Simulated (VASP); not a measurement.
## Re (Rhenium): structure and properties in VASP

Wanted: the relaxed cell of Re (Rhenium) and its properties. The steps: full relaxation (PBEsol), second relaxation, density, ELF and potential (PBEsol), bands along the symmetry lines (PBEsol), density of states (PBEsol), volume scan with PBEsol, fit for PBEsol, core-level energies (PBEsol), band structure (PBEsol + SOC) and bands along the symmetry lines (PBEsol), changed input. Left out of this account: 1 further run (vcrelax: its dispersion library returned no energy). The start is a cell from a database of measured crystal structures.

Calculated with VASP 6.6.1; PBEsol; plane waves and PAW (Re), in the first sound run; inputs show where later runs differ.

This is a report of a sequence of runs, with most program output left out.

## 1. Set-up

Before any relaxation, the start is as follows. Symmetry: P6_3/mmc, No. 194, hexagonal system. Conventional cell: a = 2.761 Å, b = 2.761 Å, c = 4.458 Å, α = 90.00°, β = 90.00°, γ = 120.00°. Nearest to Re lie 12 Re at 2.74 to 2.76 Å.

Structure file:

```
Re
1.0
     2.76080    0.00000    0.00000
    -1.38040    2.39092    0.00000
     0.00000    0.00000    4.45820
Re
2
Direct
  0.33333 0.66667 0.25000
  0.66667 0.33333 0.75000
```

## 2. Full relaxation (PBEsol)

Properties are meant for the cell that this level of theory prefers, so cell and atoms are relaxed first (ISIF = 3) until forces and stress are small; EDIFFG sets the threshold. PBEsol restores the gradient expansion of exchange and is tuned for the cells of solids.

The input, INCAR:

```
SYSTEM = Re
PREC = Accurate
ENCUT = 400
EDIFF = 1E-06
NELM = 100
ISMEAR = 1
SIGMA = 0.2
LREAL = .FALSE.
ALGO = Normal
GGA = PS
NBANDS = 13
LASPH = .TRUE.
LORBIT = 11
LWAVE = .FALSE.
LCHARG = .FALSE.
KPAR = 2
IBRION = 2
NSW = 60
ISIF = 3
EDIFFG = -0.01
```

The input, POSCAR:

```
Re
1.0
    2.7608000000      0.0000000000      0.0000000000
   -1.3804000000      2.3909229348      0.0000000000
    0.0000000000      0.0000000000      4.4582000000
Re
2
Direct
    0.3333333333      0.6666666667      0.2500000000
    0.6666666667      0.3333333333      0.7500000000
```

The input, KPOINTS:

```
Automatic mesh
0
Gamma
11 11 6
0 0 0
```

Potentials, in the order of the species: Re (PBE family, release 64).

The run is started by

```
$ mpirun -np 2 vasp_std
```

Wall time 18 s (2 MPI ranks of Intel Xeon 6975P-C (Granite Rapids), shared host); peak memory 0.27 GiB.

The k-mesh is coarse for a metal. The PAW data sets were made with PBE, which is usual practice but a small mismatch for other functionals. The data set Re keeps the semicore shell frozen, which is cheaper and a little less accurate. The run keeps the 24 symmetry operations of its start, so it cannot find a distortion of lower symmetry.

The steps of the relaxation:

```
step  energy less that of the first step (eV)  largest force (eV/Å)  pressure (GPa)  volume (Å³)
   1                                   0.0000                0.0000           -4.29        29.43
   2                                   0.0774                0.0000           20.62        27.78
   3                                  -0.0044                0.0000           -0.08        29.11
   4                                  -0.0044                0.0000           -0.07        29.11
   5                                  -0.0041                0.0000            1.12        29.02
   6                                  -0.0044                0.0000            0.10        29.10
   7                                  -0.0044                0.0000           -0.33        29.13
   8                                  -0.0044                0.0000           -0.03        29.11
```

```
conventional cell, symmetrised  before  after  change
                         a (Å)   2.761  2.750  -0.4 %
                         b (Å)   2.761  2.750  -0.4 %
                         c (Å)   4.458  4.443  -0.3 %
              volume (Å³/atom)   14.71  14.55  -1.1 %
```

The relaxed structure:

```xyz
2
Lattice="2.7504 0.0000 0.0000 -1.3752 2.3819 0.0000 0.0000 0.0000 4.4435" Properties=species:S:1:pos:R:3 pbc="T T T"
Re    0.0000    1.5879    1.1109
Re    1.3752    0.7940    3.3326
```

Numbers from this step:

| Property | Result |
| --- | --- |
| electrons | 14 |
| bands | 13 |
| irreducible k-points | 64 |
| symmetry operations | 24 |
| free energy (TOTEN) | -26.73 eV |
| energy at zero smearing | -26.73 eV |
| Fermi energy | 7.857 eV |
| pressure | -0.03258 GPa |
| metallic | yes |
| SCF cycles over all ionic steps | 43 |

It ends with forces that vanish by symmetry and a pressure of -0.03 GPa. The volume lies -1.1 % from that of the database's start, which holds the thermal and zero-point expansion of its experiment.

## 3. Second relaxation

The basis stayed that of the start cell while the cell moved. A rerun from the cell reached resets it; the error of the finite cutoff stays.

INCAR is that of step 2.

The input, POSCAR:

```
Re
1.0
    2.7503563991      0.0000000000      0.0000000000
   -1.3751781995      2.3818785111      0.0000000000
    0.0000000000      0.0000000000      4.4434557849
Re
2
Direct
    0.3333333333      0.6666666667      0.2500000000
    0.6666666667      0.3333333333      0.7500000000
```

KPOINTS is that of step 2.

The run is started by

```
$ mpirun -np 2 vasp_std
```

It took 6.4 s on 2 MPI ranks; peak memory 0.25 GiB.

Little changed from the start: no atom moved by 0.005 Å and no cell edge by 0.1 %.

Numbers from this step:

```
Fermi energy                    : 7.858 eV
pressure                        : -0.05188 GPa
SCF cycles over all ionic steps : 11
```

It ends with forces that vanish by symmetry and a pressure of -0.05 GPa. The volume moved by under 0.01 %: the run met its threshold at the first step.

## 4. Density, ELF and potential (PBEsol)

A single point on the relaxed cell gives a clean self-consistent state, with density, ELF and potential written out.

Edit INCAR of step 3 so:

```diff
@@ -14,7 +14,5 @@
 LWAVE = .FALSE.
-LCHARG = .FALSE.
-KPAR = 2
-IBRION = 2
-NSW = 60
-ISIF = 3
-EDIFFG = -0.01
+LCHARG = .TRUE.
+ISIF = 2
+LELF = .TRUE.
+LVHAR = .TRUE.
```

POSCAR is that of step 3.

KPOINTS is that of step 3.

The run is started by

```
$ mpirun -np 2 vasp_std
```

Run time: 9.2 s. Hardware: 2 MPI ranks; peak memory 0.23 GiB; 17 s of CPU time.

This step gave:

- SCF cycles: 11
- bands: 14
- pressure: -0.05487 GPa

Valence electrons inside each PAW sphere by angular momentum. Sphere charges, by row:

```
atom  s (e)  p (e)  d (e)  tot (e)
 Re1  0.632  0.686  4.885    6.203
 Re2  0.632  0.686  4.885    6.203
```

ELF in the ac plane at fractional y = 0.333, with atoms of Re within 0.2 Å of it. It is the smooth field of the valence electrons, not physical close to the nuclei.

Ten even steps from '0' (0.00) to '9' (0.49):
```
78888776555667
67887654322356
67886542100134
57886520000013
57886420000003
57887410000002
57886520000003
67886531000024
67887653211245
78887765444566
88788877666677
87667888877888
76556789999998
65445679999987
65445677899876
54445667788766
54444566777766
54445566788766
54445667888876
65445678999987
65556789999998
76556899888998
87778887766788
```
Columns run along a (2.8 Å), rows up along c (4.4 Å). Atoms in or near the plane, at fractional coordinates: Re at (0.67, 0.75).

Electrostatic potential energy in the ac plane at fractional y = 0.333, with atoms of Re within 0.2 Å of it. With pseudopotentials it is smooth inside the atoms' cores, unlike the true potential.

Ten even steps from '_' (-32 eV) to '@' (0 eV):
```
@@@@@@@@@@%%##****++++**##%%
%%@@@@@@@@##**++==----==++**
##%%@@@@%%**==--::....::--++
**%%@@@@##++--..________::==
++##%%%%##++::__________..--
++##%%%%##==::__________..--
**##@@%%##++--..________..--
**%%@@@@##**==::..____..::==
##@@@@@@%%##++==::::::--==**
%%@@@@@@@@%%##++++====++**##
@@@@@@@@@@@@%%####****##%%%%
@@@@@@@@@@@@@@@@%%%%%%%%@@@@
%%%%%%%%%%%%@@@@@@@@@@@@@@@@
####****####%%@@@@@@@@@@@@%%
**++++++**##%%@@@@@@@@@@%%##
**++====++**##%%@@@@@@@@%%##
++======++++##%%@@@@@@@@%%**
++======++**##%%@@@@@@@@%%**
**++++++++**##%%@@@@@@@@%%##
##********##%%@@@@@@@@@@@@%%
%%########%%@@@@@@@@@@@@@@@@
@@%%%%%%%%@@@@@@@@@@@@@@@@@@
@@@@@@@@@@@@@@%%%%####%%%%@@
```
Columns run along a (2.8 Å; values clipped at the 3rd and 97th percentile), rows up along c (4.4 Å). Atoms in or near the plane, at fractional coordinates: Re at (0.67, 0.75).

Valence density in the ac plane at fractional y = 0.333, with atoms of Re within 0.2 Å of it. It is the smooth field of the valence electrons, not physical close to the nuclei.

Ten even steps from '_' (0.3 e/Å³) to '@' (1.3 e/Å³):
```
____________....::::::::....
__________..::--========--..
..________..--==++++++++==--
::..____..::==++**####**++==
::..____..--++**##@@@@##++==
::..__....--++**%%@@@@##**==
::..____..--==**##%%%%**++==
..______..::==++******++++--
..________..::==++++++==--::
____________..::--------::..
______________....::......__
____________________________
____________________________
............________________
..::::::::....____________..
::--------::..____________..
::--====--::..__________....
::--------::..__________....
::::----::::..____________..
....::::......____________..
__........__________________
____________________________
______________..........____
```
Columns run along a (2.8 Å), rows up along c (4.4 Å). Atoms in or near the plane, at fractional coordinates: Re at (0.67, 0.75).

In this run the pressure is -0.05 GPa, small enough to go on.

## 5. Bands along the symmetry lines (PBEsol)

Levels along the symmetry lines show where the bands peak and cross; KPOINTS_OPT computes them in the converged potential.

The input, INCAR:

```
SYSTEM = Re
PREC = Accurate
ENCUT = 400
EDIFF = 1E-06
NELM = 100
ISMEAR = 1
SIGMA = 0.2
LREAL = .FALSE.
ALGO = Normal
GGA = PS
NBANDS = 19
LASPH = .TRUE.
LORBIT = 11
LWAVE = .FALSE.
LCHARG = .FALSE.
KPAR = 2
```

POSCAR is that of step 4.

KPOINTS is that of step 4.

The input, KPOINTS_OPT:

```
Line mode
16
Line-mode
Reciprocal
  0.00000000   0.00000000   0.00000000 GAMMA
  0.50000000   0.00000000   0.00000000 M

  0.50000000   0.00000000   0.00000000 M
  0.33333333   0.33333333   0.00000000 K

  0.33333333   0.33333333   0.00000000 K
  0.00000000   0.00000000   0.00000000 GAMMA

  0.00000000   0.00000000   0.00000000 GAMMA
  0.00000000   0.00000000   0.50000000 A

  0.00000000   0.00000000   0.50000000 A
  0.50000000   0.00000000   0.50000000 L

  0.50000000   0.00000000   0.50000000 L
  0.33333333   0.33333333   0.50000000 H

  0.33333333   0.33333333   0.50000000 H
  0.00000000   0.00000000   0.50000000 A

  0.50000000   0.00000000   0.50000000 L
  0.50000000   0.00000000   0.00000000 M

  0.33333333   0.33333333   0.00000000 K
  0.33333333   0.33333333   0.50000000 H
```

The run is started by

```
$ mpirun -np 2 vasp_std
```

The job ended after 21 s (2 MPI ranks; peak memory 0.3 GiB; 40 s of CPU time).

Spin-orbit coupling is off here; with elements this heavy it splits and shifts levels by tenths of an eV or more.

This step gave:

| Quantity | Value |
| --- | --- |
| SCF cycles | 12 |
| bands | 19 |
| Fermi energy | 7.857 eV |
| pressure | -0.05028 GPa |

Electronic bands along the path, in eV, zero at the Fermi level; # counts the bands kept:

```
          point     #4     #5     #6     #7     #8    #9   #10   #11
              Γ  -1.62  -1.62  -0.77  -0.77   0.18  0.18  0.63  3.41
0.53 of the way  -3.02  -1.82  -1.20  -0.75   0.86  0.91  1.59  4.19
              M  -1.98  -1.75  -1.40  -0.62   4.04  4.45  4.59  6.16
0.53 of the way  -2.59  -2.27  -1.65  -0.40   3.17  3.83  3.88  6.65
              K  -3.42  -2.17  -2.17  -0.04   3.08  3.08  3.55  6.66
0.47 of the way  -3.95  -2.03  -1.73  -0.51   0.51  2.00  2.97  3.94
              Γ  -1.62  -1.62  -0.77  -0.77   0.18  0.18  0.63  3.41
0.47 of the way  -1.83  -1.83  -1.13  -1.13  -0.87  0.99  0.99  3.41
              A  -2.43  -1.75  -1.75  -1.75  -1.75  2.59  2.59  2.59
0.53 of the way  -3.65  -1.76  -1.76  -0.09  -0.09  2.58  2.58  3.38
              L  -4.17   0.39   0.39   0.94   0.94  4.36  4.36  4.85
0.53 of the way  -3.64  -1.70  -1.70   0.72   0.72  3.74  3.74  7.35
              H  -3.79  -2.18  -2.18   0.06   0.06  3.42  3.42  9.66
0.47 of the way  -3.42  -2.49  -2.49  -0.09  -0.09  3.31  3.31  3.82
              A  -2.43  -1.75  -1.75  -1.75  -1.75  2.59  2.59  2.59
      jump to L  -4.17   0.39   0.39   0.94   0.94  4.36  4.36  4.85
0.47 of the way  -4.01  -1.28  -0.66   1.25   2.66  4.21  4.51  4.87
              M  -1.98  -1.75  -1.40  -0.62   4.04  4.45  4.59  6.16
      jump to K  -3.42  -2.17  -2.17  -0.04   3.08  3.08  3.55  6.66
0.47 of the way  -3.40  -2.19  -2.19  -0.16   1.99  3.32  3.32  7.38
              H  -3.79  -2.18  -2.18   0.06   0.06  3.42  3.42  9.66
```

There is no gap at this level.

## 6. Density of states (PBEsol)

A density of states needs more k-points than a total energy; ISMEAR = -5 takes tetrahedra, and LORBIT projects the states on the PAW spheres. The mesh is finer than in the run before.

Edit INCAR of step 5 so:

```diff
@@ -5,3 +5,3 @@
 NELM = 100
-ISMEAR = 1
+ISMEAR = -5
 SIGMA = 0.2
@@ -16 +16,2 @@
 KPAR = 2
+NEDOS = 2001
```

POSCAR is that of step 5.

The input, KPOINTS:

```
Automatic mesh
0
Gamma
16 16 9
0 0 0
```

The run is started by

```
$ mpirun -np 2 vasp_std
```

Wall time 23 s (2 MPI ranks); peak memory 0.33 GiB; 43 s of CPU time.

With tetrahedra the forces and stress of a metal are not exact derivatives of the energy.

This step gave:

| Quantity | Value |
| --- | --- |
| SCF cycles | 13 |
| irreducible k-points | 150 |
| free energy (TOTEN) | -26.74 eV |
| Fermi energy | 7.822 eV |
| pressure | 0.004880 GPa |
| DOS at the Fermi level | 1.294 states/eV/cell |

The density of states has structure finer than the step of the table below, so its rows give means over 1 eV, whole bins alone (the curve runs from -11.9 to 7.91 eV). Peaks (eV: height): total -3.3: 2.88, -2.2: 3.70, -0.8: 3.38, 4.0: 2.75; Re d -3.3: 2.16, -2.2: 2.95, -0.8: 2.62, 4.0: 2.56; Re p -4.2: 0.241, -3.3: 0.314, -2.2: 0.359, -0.7: 0.417; Re s -6.5: 0.491, 7.6: 0.151.

States under -11.9 eV and over 7.9 eV are left out. Table of density of states by energy, zero at the Fermi level; means over each step; values in states/eV/cell:

```
energy (eV)   total     Re d     Re p     Re s
        -11       0        0        0        0
        -10  0.0160        0   3.0e-4   0.0125
         -9   0.107  0.00116  0.00598   0.0786
         -8   0.202  0.00988   0.0200    0.132
         -7   0.472    0.117   0.0477    0.225
         -6    1.61    0.880    0.105    0.391
         -5    1.77     1.21    0.133    0.195
         -4    1.91     1.43    0.189   0.0663
         -3    1.71     1.27    0.199   0.0411
         -2    2.54     2.00    0.250   0.0487
         -1    2.69     2.11    0.306   0.0507
          0    1.66     1.28    0.208   0.0213
          1    1.20     1.01   0.0893  0.00860
          2    1.15     1.03   0.0394  0.00947
          3    1.82     1.66   0.0547   0.0182
          4    2.43     2.25   0.0613   0.0263
          5   0.693    0.543   0.0788   0.0310
          6   0.598    0.396    0.111   0.0449
          7   0.592    0.300    0.135   0.0883
```

The finer mesh and the other smearing move the Fermi level by -0.04 eV from the 11×11×6 run, a small shift, which tests the Fermi level alone. Of the states within 0.3 eV of the Fermi level, the largest shares in the PAW spheres are Re d 76 % and Re p 13 %. The rest lies in smaller channels or between the spheres.

## 7. Volume scan with PBEsol, volume scale 0.94

An equation of state needs energies on both sides of the minimum, all on one mesh and cutoff.

The input, INCAR:

```
SYSTEM = Re
PREC = Accurate
ENCUT = 400
EDIFF = 1E-06
NELM = 100
ISMEAR = 1
SIGMA = 0.2
LREAL = .FALSE.
ALGO = Normal
GGA = PS
NBANDS = 13
LASPH = .TRUE.
LORBIT = 11
LWAVE = .FALSE.
LCHARG = .FALSE.
KPAR = 2
ISIF = 2
```

The input, POSCAR:

```
Re
1.0
    2.6942109226      0.0000000000      0.0000000000
   -1.3471054612      2.3332551021      0.0000000000
    0.0000000000      0.0000000000      4.3527475616
Re
2
Direct
    0.3333333333      0.6666666667      0.2500000000
    0.6666666667      0.3333333333      0.7500000000
```

The input, KPOINTS:

```
Automatic mesh
0
Gamma
11 11 6
0 0 0
```

The run is started by

```
$ mpirun -np 2 vasp_std
```

Elapsed: 7.2 s, on 2 MPI ranks; peak memory 0.25 GiB; 13 s of CPU time.

The scan keeps the cell's shape and the fractional positions fixed.

This step gave:

```yaml
scf_cycles: 11
bands: 13
irreducible_k_points: 64
free_energy_toten: -26.58 eV
energy_at_zero_smearing: -26.59 eV
fermi_energy: 8.664 eV
pressure: 28.22 GPa
```

The pressure here is 28.22 GPa.

## 8. Volume scan with PBEsol, volume scale 0.96

INCAR is that of step 7.

The input, POSCAR:

```
Re
1.0
    2.7131848641      0.0000000000      0.0000000000
   -1.3565924320      2.3496870175      0.0000000000
    0.0000000000      0.0000000000      4.3834017234
Re
2
Direct
    0.3333333333      0.6666666667      0.2500000000
    0.6666666667      0.3333333333      0.7500000000
```

KPOINTS is that of step 7.

The run is started by

```
$ mpirun -np 2 vasp_std
```

Wall time 7.4 s (2 MPI ranks); peak memory 0.25 GiB; 13 s of CPU time.

Numbers from this step:

| Quantity | Value |
| --- | --- |
| free energy (TOTEN) | -26.67 eV |
| energy at zero smearing | -26.67 eV |
| Fermi energy | 8.384 eV |
| pressure | 17.76 GPa |

The pressure falls from 28.22 to 17.76 GPa.

The run ends at a pressure of 17.76 GPa.

## 9. Volume scan with PBEsol, volume scale 0.98

INCAR is that of step 8.

The input, POSCAR:

```
Re
1.0
    2.7318970751      0.0000000000      0.0000000000
   -1.3659485375      2.3658922676      0.0000000000
    0.0000000000      0.0000000000      4.4136330354
Re
2
Direct
    0.3333333333      0.6666666667      0.2500000000
    0.6666666667      0.3333333333      0.7500000000
```

KPOINTS is that of step 8.

The run is started by

```
$ mpirun -np 2 vasp_std
```

The job ended after 7.2 s (2 MPI ranks; peak memory 0.25 GiB).

The pressure falls from 17.76 to 8.37 GPa.

The run ends at a pressure of 8.37 GPa.

## 10. Volume scan with PBEsol, volume scale 1

INCAR is that of step 9.

The input, POSCAR:

```
Re
1.0
    2.7503563991      0.0000000000      0.0000000000
   -1.3751781995      2.3818785111      0.0000000000
    0.0000000000      0.0000000000      4.4434557849
Re
2
Direct
    0.3333333333      0.6666666667      0.2500000000
    0.6666666667      0.3333333333      0.7500000000
```

KPOINTS is that of step 9.

The run is started by

```
$ mpirun -np 2 vasp_std
```

Elapsed: 6.8 s, on 2 MPI ranks; peak memory 0.26 GiB; 12 s of CPU time.

The pressure falls from 8.37 to -0.05 GPa, so it vanishes between these two volumes.

## 11. Volume scan with PBEsol, volume scale 1.02

INCAR is that of step 10.

The input, POSCAR:

```
Re
1.0
    2.7685712107      0.0000000000      0.0000000000
   -1.3842856053      2.3976530007      0.0000000000
    0.0000000000      0.0000000000      4.4728835020
Re
2
Direct
    0.3333333333      0.6666666667      0.2500000000
    0.6666666667      0.3333333333      0.7500000000
```

KPOINTS is that of step 10.

The run is started by

```
$ mpirun -np 2 vasp_std
```

It took 7 s on 2 MPI ranks; peak memory 0.25 GiB.

The pressure falls from -0.05 to -7.60 GPa.

The run ends at a pressure of -7.60 GPa.

## 12. Volume scan with PBEsol, volume scale 1.04

INCAR is that of step 11.

The input, POSCAR:

```
Re
1.0
    2.7865494496      0.0000000000      0.0000000000
   -1.3932747248      2.4132226123      0.0000000000
    0.0000000000      0.0000000000      4.5019290139
Re
2
Direct
    0.3333333333      0.6666666667      0.2500000000
    0.6666666667      0.3333333333      0.7500000000
```

KPOINTS is that of step 11.

The run is started by

```
$ mpirun -np 2 vasp_std
```

Run time: 7.8 s. Hardware: 2 MPI ranks; peak memory 0.25 GiB.

The pressure falls from -7.60 to -14.37 GPa.

The run ends at a pressure of -14.37 GPa.

## 13. Volume scan with PBEsol, volume scale 1.06

A prediction first. A parabola through the 6 pressures of evenly scaled cells so far, P = -0.07 -400.0 t +919 t² GPa with t = ln(V/V₁) and V₁ the volume at scale 1, gives -20.26 GPa at t = +0.0583.

INCAR is that of step 12.

The input, POSCAR:

```
Re
1.0
    2.8042986508      0.0000000000      0.0000000000
   -1.4021493253      2.4285938714      0.0000000000
    0.0000000000      0.0000000000      4.5306044942
Re
2
Direct
    0.3333333333      0.6666666667      0.2500000000
    0.6666666667      0.3333333333      0.7500000000
```

KPOINTS is that of step 12.

The run is started by

```
$ mpirun -np 2 vasp_std
```

Elapsed: 7.8 s, on 2 MPI ranks; peak memory 0.26 GiB.

The pressure falls from -14.37 to -20.43 GPa. The parabola predicted -20.26 GPa, +0.17 GPa off.

## 14. Comparing the runs

Times are for 2 MPI ranks of Intel Xeon 6975P-C (Granite Rapids), shared host. The series side by side:

```
no.  volume scale  energy above the lowest point (meV/atom)  pressure (GPa)   time  memory (GiB)
  1          0.94                                     72.69           28.22  7.2 s          0.25
  2          0.96                                     31.06           17.76  7.4 s          0.25
  3          0.98                                      7.44           8.371  7.2 s          0.25
  4             1                                         0        -0.05188  6.8 s          0.26
  5          1.02                                      7.03          -7.604    7 s          0.25
  6          1.04                                     27.05          -14.37  7.8 s          0.25
  7          1.06                                     58.69          -20.43  7.8 s          0.26
```

(Continued in part 2 of 2.)

[Lines on the potential files, build, host, timing and source positions are cut from VASP's logs without a mark.]

[Logs are printed without paths, hosts, clocks, repeated set-up lines and the standing remarks that a program may print on its own settings, such as how far it seeks lower states.]

[Hosts, paths, dates, database ids (printed as entryN), source tags and the programs' standing remarks are cut or masked in the printed files.]

[A measured line is paired with the nearest computed mode of its activity, which favours agreement.]
